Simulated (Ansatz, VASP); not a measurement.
One calculation of Si, two programs

File POSCAR:

```
Si
1.0
    0.0000000000      2.7154700000      2.7154700000
    2.7154700000      0.0000000000      2.7154700000
    2.7154700000      2.7154700000      0.0000000000
Si
2
Direct
    0.5000000000      0.5000000000      0.5000000000
    0.7500000000      0.7500000000      0.7500000000
```

INCAR.step1

```
SYSTEM = Si
PREC = Accurate
ENCUT = 520
ISMEAR = 0
SIGMA = 0.1
LREAL = .False.
LASPH = .True.
NELM = 100
NBANDS = 11
GGA = PE
ALGO = Normal
EDIFF = 1E-4
LWAVE = .True.
LCHARG = .False.
```

INCAR.step2

```
SYSTEM = Si
PREC = Accurate
ENCUT = 520
EDIFF = 1E-6
ISMEAR = 0
SIGMA = 0.1
LREAL = .False.
LASPH = .True.
NELM = 100
ALGO = Normal
ISIF = 2
LWAVE = .False.
LCHARG = .False.
METAGGA = R2SCAN
LMIXTAU = .True.
NBANDS = 11
ISTART = 1
```

The input KPOINTS:

```
regular mesh
0
Gamma
  6 6 6
  0 0 0
```

Input for Ansatz:

```yaml
crystal:
  lattice:
    - [0.0, 2.71547, 2.71547]
    - [2.71547, 0.0, 2.71547]
    - [2.71547, 2.71547, 0.0]
  atoms:
    - { symbol: Si, position: [0.5, 0.5, 0.5] }
    - { symbol: Si, position: [0.75, 0.75, 0.75] }
basis:
  ecutwfc: 500
kpoints:
  mp_grid: { grid: [6, 6, 6] }
hamiltonian:
  xc: r2scan
scf:
  occupations: { method: gaussian, width: 0.1 }
output:
  forces: true
  stress: true
  eigenvalues: true
```

Alike in both runs: task single point; functional r2SCAN; k mesh 6 × 6 × 6; occupations gaussian, width 0.1 eV; no spin polarisation.

|  | VASP | Ansatz |
| --- | --- | --- |
| version | VASP 6.6.1 | Ansatz 0.2.0 |
| potentials or method | VASP PAW PBE potentials, release 64 (Si) | scalar-relativistic, plane waves, PAW |
| plane-wave cutoff (eV) | 520 | 500 |
| valence electrons in the cell | 8 | 8 |

VASP gave:

| Quantity | Value |
| --- | --- |
| gap on the k mesh at the Fermi level (eV) | 0.92 |
| least direct gap on the mesh (eV) | 2.76 |
| pressure (GPa) | 0.6 |

Problem. What did Ansatz give for the same quantities?

Solution. gap on the k mesh at the Fermi level (eV): 0.90; least direct gap on the mesh (eV): 2.74; pressure (GPa): 0.8.

Caveats: the PAW data sets were made with another functional, which shifts forces and pressure a little (VASP). A k mesh can miss the band edges. r2SCAN opens gaps a little over a GGA but as a rule still falls short of measured ones.
